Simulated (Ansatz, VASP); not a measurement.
# One calculation of KMg6Cd, two programs

Contents of INCAR:

```
  PREC = Accurate
  ENCUT = 520
  EDIFF = 1E-7
  ISMEAR = -1
  SIGMA = 0.05
  LREAL = False
  LASPH = True
  NELM = 100
  ALGO = Normal
  ISIF = 2
  LWAVE = False
  LCHARG = False
  GGA = PE
  NBANDS = 26
```

The input KPOINTS:

```
Automatic mesh
0
Gamma
  5 5 5
```

The input POSCAR:

```
KMg6Cd
1.0
    5.3358260000      0.0000000000      0.0000000000
    0.0000000000      3.3916290000      5.7961295000
    0.0000000000     -3.3916290000      5.7961295000
Cd K Mg
1 1 6
Direct
    0.4990910000      0.6559450000      0.6662810000
   -0.0030880000      0.8308210000      0.8393100000
    0.5085360000      0.1652610000      0.1670250000
    0.5021240000      0.6601810000      0.1862460000
    0.5152210000      0.1817650000      0.6588760000
    0.0032850000      0.3404480000      0.3347590000
    0.0090040000      0.8247500000      0.3422430000
   -0.0005020000      0.3297480000      0.8367800000
```

The input input.yaml:

```yaml
crystal:
  lattice:
    - [5.335826, 0.0, 0.0]
    - [0.0, 3.391629, 5.7961295]
    - [0.0, -3.391629, 5.7961295]
  atoms:
    - { symbol: Cd, position: [0.499091, 0.655945, 0.666281] }
    - { symbol: K, position: [-0.003088, 0.830821, 0.83931] }
    - { symbol: Mg, position: [0.508536, 0.165261, 0.167025] }
    - { symbol: Mg, position: [0.502124, 0.660181, 0.186246] }
    - { symbol: Mg, position: [0.515221, 0.181765, 0.658876] }
    - { symbol: Mg, position: [0.003285, 0.340448, 0.334759] }
    - { symbol: Mg, position: [0.009004, 0.82475, 0.342243] }
    - { symbol: Mg, position: [-0.000502, 0.329748, 0.83678] }
hamiltonian:
  xc: pbe
  pseudopotentials: { kind: paw }
kpoints:
  mp_grid: { grid: [5, 5, 5] }
scf:
  occupations: { method: fermi_dirac, width: 0.05 }
output:
  forces: true
  stress: true
  eigenvalues: true
```

Change from the starting cell: atoms moved at random, drawn with an rms of 0.05 Å.

Alike in both runs: task single point; functional PBE; k mesh 5 × 5 × 5; occupations fermi-dirac, width 0.05 eV; no spin polarisation.

|  | VASP | Ansatz |
| --- | --- | --- |
| version | VASP 6.6.1 | Ansatz 0.2.0 |
| potentials or method | VASP PAW PBE potentials, release 64 (Cd, K_sv, Mg) | Ansatz PAW |
| plane-wave cutoff (eV) | 520 | 420 |
| valence electrons in the cell | 33 | 89 |

```csv
,VASP,Ansatz,Ansatz less VASP
gap on the k mesh at the Fermi level (eV),none,none,-
pressure (GPa),-0.1,-0.1,+0.06
largest component of the traceless stress (GPa),0.50,0.50,+0.001
rms of the force components (eV/Å),0.099,0.098,-0.0008
```

Atom by atom the forces differ by 0.002 eV/Å (rms over components). A gap of «none» marks a metal or a gap that the smearing closes. The two sets of potentials don't hold the same shells in valence.
